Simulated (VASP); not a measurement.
Given:

```xyz
1
Lattice="0.0000 1.9691 1.9691 1.9691 0.0000 1.9691 1.9691 1.9691 0.0000" Properties=species:S:1:pos:R:3 pbc="T T T"
Pd     0.0000     0.0000     0.0000
```

Calculation: PBE GGA, VASP's PBE PAW potentials (set 64) (plane waves; VASP). Settings: 480 eV cut-off, 14×14×14 Γ-centred mesh, first-order Methfessel-Paxton smearing of 0.10 eV, potentials Pd.

Energy and stress use the plane-wave basis of the starting cell.

Question: The ions, cell shape and volume at an external pressure of 20.0 GPa are relaxed. What does this cell relax into?

Answer: 
```xyz
1
Lattice="0.0000 1.9107 1.9107 1.9107 0.0000 1.9107 1.9107 1.9107 0.0000" Properties=species:S:1:pos:R:3 pbc="T T T"
Pd     0.0000     0.0000     0.0000
```
Space group Fm-3m (225), at a tolerance of 0.03 Å.

Question: How do energy and volume change from the first to the last step?

Answer: The energy (σ→0) changes by +77.3 meV/atom and the volume by -8.6 %, in 5 ionic steps.

The compound is Pd in the fcc structure. This run relaxes it under an external pressure of 20 GPa. Symmetry was kept, so distortions that lower it aren't found.
